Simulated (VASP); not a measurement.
Output of a VASP run:

**OUTCAR**
```
 ion  position               nearest neighbor table
   1  0.754  0.003  0.342-   6 2.51   5 2.53   6 2.53   8 2.54   5 2.55   8 2.56   5 2.56   6 2.56
                             5 2.58   6 2.58   2 3.15   2 3.18
   2  0.244  0.002  0.447-   7 2.52  10 2.52   5 2.52   8 2.53   7 2.54   5 2.55   8 2.55   8 2.55
                             7 2.55  10 2.56   8 2.57   7 2.57   1 3.15   1 3.18   3 3.18   3 3.19
   3  0.747  0.001  0.553-   9 2.52  12 2.53  10 2.53   9 2.54   9 2.55  12 2.56  10 2.56  10 2.57
                             7 2.57   9 2.57   7 2.58  10 2.60   4 3.18   4 3.18   2 3.18   2 3.19
   4  0.246  0.998  0.659-  11 2.51  12 2.52  11 2.53  12 2.55   9 2.56  12 2.56  11 2.56   9 2.57
                            11 2.58  12 2.59   3 3.18   3 3.18
   5  0.249  0.498  0.378-   8 1.82   8 1.82   6 1.84   2 2.52   1 2.53   2 2.55   1 2.55   1 2.56
                             1 2.58
   6  0.249  0.494  0.307-   5 1.84   1 2.51   1 2.53   1 2.56   1 2.58
   7  0.753  0.499  0.482-   8 1.81  10 1.82  10 1.84   2 2.52   2 2.54   2 2.55   3 2.57   2 2.57
                             3 2.58
   8  0.750  0.507  0.412-   7 1.81   5 1.82   5 1.82   2 2.53   1 2.54   2 2.55   2 2.55   1 2.56
                             2 2.57
   9  0.254  0.496  0.588-  12 1.78  10 1.86  12 1.87   3 2.52   3 2.54   3 2.55   4 2.56   4 2.57
                             3 2.57
  10  0.257  0.495  0.517-   7 1.82   7 1.84   9 1.86   2 2.52   3 2.53   3 2.56   2 2.56   3 2.57
                             3 2.60
  11  0.759  0.502  0.694-  12 1.85   4 2.51   4 2.53   4 2.56   4 2.58
  12  0.738  0.507  0.623-   9 1.78  11 1.85   9 1.87   4 2.52   3 2.53   4 2.55   3 2.56   4 2.56
                             4 2.59
  LATTYP: Found a simple orthorhombic cell.
 ALAT       =     3.1675200000
 B/A-ratio  =     1.1215051523
 C/A-ratio  =     8.2266883871
 Subroutine PRICEL returns:
 Original cell was already a primitive cell.
 Subroutine GETGRP returns: Found  1 space group operations
The static configuration has the point symmetry C_1 .
The dynamic configuration has the point symmetry C_1 .
 Subroutine INISYM returns: Found  1 space group operations
 Subroutine IBZKPT returns following result:
 Found     16 irreducible k-points:

 Following reciprocal coordinates:
            Coordinates               Weight
  0.000000  0.000000  0.000000      1.000000
  0.166667  0.000000  0.000000      2.000000
  0.333333  0.000000  0.000000      2.000000
  0.500000  0.000000  0.000000      1.000000
  0.000000  0.200000  0.000000      2.000000
  0.166667  0.200000  0.000000      2.000000
  0.166667 -0.200000  0.000000      2.000000
  0.333333  0.200000  0.000000      2.000000
  0.333333 -0.200000  0.000000      2.000000
  0.500000  0.200000  0.000000      2.000000
  0.000000  0.400000  0.000000      2.000000
  0.166667  0.400000  0.000000      2.000000
  0.166667 -0.400000  0.000000      2.000000
  0.333333  0.400000  0.000000      2.000000
  0.333333 -0.400000  0.000000      2.000000
  0.500000  0.400000  0.000000      2.000000
   k-points           NKPTS =     16   k-points in BZ     NKDIM =     16   number of bands    NBANDS=     43
   number of dos      NEDOS =    301   number of ions     NIONS =     12
   total plane-waves  NPLWV = 103680
   dimension x,y,z NGX =    24 NGY =   24 NGZ =  180
   dimension x,y,z NGXF=    48 NGYF=   48 NGZF=  360
   ions per type =               4   8
   PREC   = accura    normal or accurate (medium, high low for compatibility)
   ISTART =      0    job   : 0-new  1-cont  2-samecut
   ICHARG =      2    charge: 1-file 2-atom 10-const
   ISPIN  =      1    spin polarized calculation?
   LNONCOLLINEAR =      F non collinear calculations
   LSORBIT =      F    spin-orbit coupling
   INIWAV =      1    electr: 0-lowe 1-rand  2-diag
   ENCUT  =  400.0 eV  29.40 Ry    5.42 a.u.   5.17  5.79 42.49*2*pi/ulx,y,z
   NELM   =    100;   NELMIN=  2; NELMDL= -5     # of ELM steps
   EDIFF  = 0.1E-05   stopping-criterion for ELM
   LREAL  =      F    real-space projection
   NLSPLINE    = F    spline interpolate recip. space projectors
   LMAXMIX     =    4 max onsite mixed and CHGCAR
   VOSKOWN=      0    Vosko Wilk Nusair interpolation
   EDIFFG = 0.1E-04   stopping-criterion for IOM
   NSW    =      0    number of steps for IOM
   NBLOCK =      1;   KBLOCK =      1    inner block; outer block
   IBRION =     -1    ionic relax: 0-MD 1-quasi-New 2-CG
   NFREE  =      0    steps in history (QN), initial steepest desc. (CG)
   ISIF   =      2    stress and relaxation
...
```

File OSZICAR:
```
       N       E                     dE             d eps       ncg     rms          rms(c)
DAV:   1     0.579534779757E+03    0.57953E+03   -0.32657E+04  1568   0.123E+03
DAV:   2    -0.498347758083E+02   -0.62937E+03   -0.61804E+03  1659   0.381E+02
DAV:   3    -0.103809263885E+03   -0.53974E+02   -0.53461E+02  2085   0.913E+01
DAV:   4    -0.109228522901E+03   -0.54193E+01   -0.54091E+01  2416   0.251E+01
DAV:   5    -0.109585607310E+03   -0.35708E+00   -0.35705E+00  2048   0.519E+00    0.411E+01
DAV:   6    -0.991403416771E+02    0.10445E+02   -0.43947E+01  1598   0.259E+01    0.164E+01
DAV:   7    -0.100106968233E+03   -0.96663E+00   -0.22804E+01  2061   0.176E+01    0.594E+00
DAV:   8    -0.989228942602E+02    0.11841E+01   -0.11500E+01  1951   0.111E+01    0.320E+00
DAV:   9    -0.991983218117E+02   -0.27543E+00   -0.71644E+00  1968   0.929E+00    0.292E+00
DAV:  10    -0.988576257246E+02    0.34070E+00   -0.62833E+00  1960   0.695E+00    0.109E+00
DAV:  11    -0.988311535424E+02    0.26472E-01   -0.21493E-01  1728   0.200E+00    0.379E-01
DAV:  12    -0.988260697918E+02    0.50838E-02   -0.28927E-02  2024   0.716E-01    0.235E-01
DAV:  13    -0.988237250934E+02    0.23447E-02   -0.11179E-02  1853   0.462E-01    0.105E-01
DAV:  14    -0.988238979477E+02   -0.17285E-03   -0.46352E-03  2016   0.299E-01    0.520E-02
DAV:  15    -0.988244030015E+02   -0.50505E-03   -0.83638E-04  1800   0.119E-01    0.437E-02
DAV:  16    -0.988247754927E+02   -0.37249E-03   -0.20615E-04  1920   0.604E-02    0.250E-02
DAV:  17    -0.988252320212E+02   -0.45653E-03   -0.29885E-04  1632   0.656E-02    0.148E-02
DAV:  18    -0.988255217850E+02   -0.28976E-03   -0.60219E-05  1605   0.351E-02    0.859E-03
DAV:  19    -0.988256502698E+02   -0.12848E-03   -0.15132E-05  1325   0.160E-02    0.514E-03
DAV:  20    -0.988257086388E+02   -0.58369E-04   -0.73960E-06  1192   0.976E-03    0.284E-03
DAV:  21    -0.988257435838E+02   -0.34945E-04   -0.64078E-06  1221   0.848E-03    0.199E-03
DAV:  22    -0.988257682913E+02   -0.24708E-04   -0.18456E-06  1114   0.447E-03    0.131E-03
DAV:  23    -0.988257993346E+02   -0.31043E-04   -0.11351E-06  1071   0.284E-03    0.804E-04
DAV:  24    -0.988258196392E+02   -0.20305E-04   -0.10420E-06  1079   0.251E-03    0.447E-04
DAV:  25    -0.988258301658E+02   -0.10527E-04   -0.53491E-07  1023   0.154E-03    0.297E-04
DAV:  26    -0.988258339780E+02   -0.38122E-05   -0.16759E-07   887   0.922E-04    0.148E-04
DAV:  27    -0.988258352303E+02   -0.12522E-05   -0.72081E-08   802   0.540E-04    0.639E-05
DAV:  28    -0.988258355528E+02   -0.32252E-06   -0.24489E-08   778   0.325E-04
   1 F= -.98825836E+02 E0= -.98824790E+02  d E =-.313700E-02
```

File OUTCAR:
```
------------------------ aborting loop because EDIFF is reached ----------------------------------------
  FORCE on cell =-STRESS in cart. coord.  units (eV):
  Direction    XX          YY          ZZ          XY          YZ          ZX
  --------------------------------------------------------------------------------------
  Total       -6.9597748    -10.5418148     -5.2322413     -0.0043608      0.0820619      0.2894247
  in kB      -38.0295647    -57.6025283    -28.5899852     -0.0238283      0.4484020      1.5814731
  external PRESSURE =     -41.4073594 kB  Pullay stress =       0.0000000 kB
  volume of cell :      293.21
      direct lattice vectors                 reciprocal lattice vectors
     3.167520000  0.000000000  0.000000000     0.315704400  0.000000000  0.000000000
     0.000000000  3.552390000  0.000000000     0.000000000  0.281500624  0.000000000
     0.000000000  0.000000000 26.058200000     0.000000000  0.000000000  0.038375636
 POSITION                                       TOTAL-FORCE (eV/Angst)
 -----------------------------------------------------------------------------------
      2.38734      0.01102      8.91110        -0.164274     -0.163585     -1.598609
      0.77383      0.00859     11.64692         0.375536     -0.089671      0.289625
      2.36610      0.00280     14.41112         0.212146     -0.130479     -0.436749
      0.77785      3.54440     17.16657         0.040972      0.197836      1.363041
      0.79002      1.76832      9.83963         0.053467      0.194853     -0.479191
      0.78817      1.75385      8.00427         0.025591      0.110072      1.827151
      2.38647      1.77194     12.54887        -0.119953      0.088802      0.370475
      2.37440      1.80087     10.73569        -0.049297     -0.230193      0.017592
      0.80594      1.76162     15.31896        -0.469076      0.156601     -0.070221
      0.81399      1.75736     13.46107        -0.306298      0.192070      0.223791
      2.40402      1.78172     18.07616        -0.151027     -0.033335     -1.912881
      2.33699      1.79946     16.22845         0.552214     -0.292971      0.405977
 -----------------------------------------------------------------------------------
    total drift:                                0.000025     -0.000064      0.000047
  FREE ENERGIE OF THE ION-ELECTRON SYSTEM (eV)
  ---------------------------------------------------
  free  energy   TOTEN  =       -98.8258355528 eV

  energy  without entropy=      -98.8226985565  energy(sigma->0) =      -98.82478989
```
(Selected blocks of OUTCAR.)

POSCAR:
```
ZrB2
1
    3.1675200000     0.0000000000     0.0000000000
    0.0000000000     3.5523900000     0.0000000000
    0.0000000000     0.0000000000    26.0582000000
Zr B
4 8
Direct
  0.7536940000   0.0031020000   0.3419690000
  0.2443030000   0.0024190000   0.4469580000
  0.7469880000   0.0007870000   0.5530360000
  0.2455710000  -0.0022490000   0.6587780000
  0.2494120000   0.4977820000   0.3776020000
  0.2488300000   0.4937110000   0.3071690000
  0.7534180000   0.4988030000   0.4815710000
  0.7496070000   0.5069450000   0.4119890000
  0.2544400000   0.4958980000   0.5878750000
  0.2569800000   0.4946970000   0.5165770000
  0.7589600000   0.5015550000   0.6936840000
  0.7377980000   0.5065490000   0.6227770000
```

**Question.** Write an INCAR and KPOINTS that could have produced this output.

**Answer.** This is not unique; one that fits is the input of the run itself, PBEsol GGA, plane waves, VASP's PBE PAW potentials (set 64).

File KPOINTS:
```
Automatic mesh
0
Gamma
6 5 1
0 0 0
```

INCAR:
```
SYSTEM = ZrB2
PREC = Accurate; ENCUT = 400; LREAL = .FALSE.
LASPH = .TRUE.
EDIFF = 1E-6; NELM = 100; ALGO = Normal
LMAXMIX = 4
ISMEAR = 1; SIGMA = 0.05
GGA = PS
ISIF = 2
LWAVE = .FALSE.; LCHARG = .FALSE.
```

POTCAR, in this order: Zr_sv B (PBE.64 set). Program: vasp_std.

At this cut-off the stress carries a Pulay error, which pulls relaxed volumes low. The cell holds a wide vacuum, so values per volume refer to the whole cell.

The cell is a sheet with vacuum, built from a database entry that may be metastable or hypothetical.
